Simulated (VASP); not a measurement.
Consider the following.

```
CdS
1.0
    0.00000     3.00840     3.00840
    3.00840     0.00000     3.00840
    3.00840     3.00840     0.00000
Cd S
1 1
Cartesian
  3.00840   0.00000   3.00840
  1.50420   1.50420   1.50420
```

Method: vdW-DF2, VASP's PBE PAW potentials (set 64) (plane waves; VASP). Run with 520 eV cut-off, 8×8×8 Γ-centred mesh, Gaussian smearing of 0.050 eV, potentials Cd S.

**Question.** Give the stress tensor in GPa (positive for a compressed cell).

**Answer.** 
```
1.50  0.00  0.00
0.00  1.50  0.00
0.00  0.00  1.50
```
The pressure is its mean diagonal, 1.50 GPa.

The compound is CdS in the zinc blende structure, a metastable form; wurtzite is the usual one. This cell is one point of a volume scan, at 0.97 of the reference volume.
